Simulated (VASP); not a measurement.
Write the native input for VASP 6.6.1 that does the following.

```
Task                   : relaxation of shape and atoms at fixed volume
Functional             : r2SCAN
Potentials or basis    : VASP PAW PBE potentials, release 64 (Os)
Cutoff                 : 520 eV
k mesh                 : 18 × 18 × 10
Occupations            : gaussian, width 0.1 eV
Spin                   : no spin polarisation
Further INCAR settings : ALGO = Normal; EDIFF = 1e-07; IBRION = 2; EDIFFG = -0.002; NSW = 80; ISIF = 4
```

The structure of Os lies in POSCAR:

```
Os                                      
1.0
    2.7655743244      0.0000000000      0.0000000000
   -1.3827871623      2.3950576246      0.0000000000
    0.0000000000      0.0000000000      4.3682855951
  Os            
     2
Direct
     0.3333333300000021    0.6666666699999979    0.2500000000000000
     0.6666666699999979    0.3333333300000021    0.7500000000000000
```

The cell isn't the ideal one: a relaxed cell with its volume scaled by 1.03.

One way to write it, as run:

INCAR

```
SYSTEM = Os
  ALGO = Normal
  EDIFF = 1E-7
  EDIFFG = -0.002
  ENCUT = 520
  IBRION = 2
  ISIF = 4
  ISMEAR = 0
  LASPH = .True.
  LCHARG = .False.
  LMIXTAU = .True.
  LREAL = .False.
  LWAVE = .False.
  METAGGA = R2SCAN
  NELM = 60
  NSW = 80
  PREC = Accurate
  SIGMA = 0.1
```

KPOINTS

```
k-points
0
Gamma
  18 18 10
  0 0 0
```

Potentials or basis: VASP PAW PBE potentials, release 64 (Os).

Run with:

```bash
$ cat potpaw_PBE.64/Os/POTCAR > POTCAR
$ mpirun -np 1 vasp_std > vasp.out
```

Results of the run:

```yaml
Energy_gained_by_relaxing: 0.0 meV/atom
Ionic_steps: 3
Pressure_after_relaxing: -12.0 GPa
Band_gap_on_the_k_mesh: none (metal or under the smearing width)
```

Caveat: the PAW data sets were made with another functional, which shifts forces and pressure a little.

It took 4.3 min on 1 thread of Intel(R) Xeon(R) 6975P-C (Granite Rapids) (shared host), peak memory 0.21 GiB.
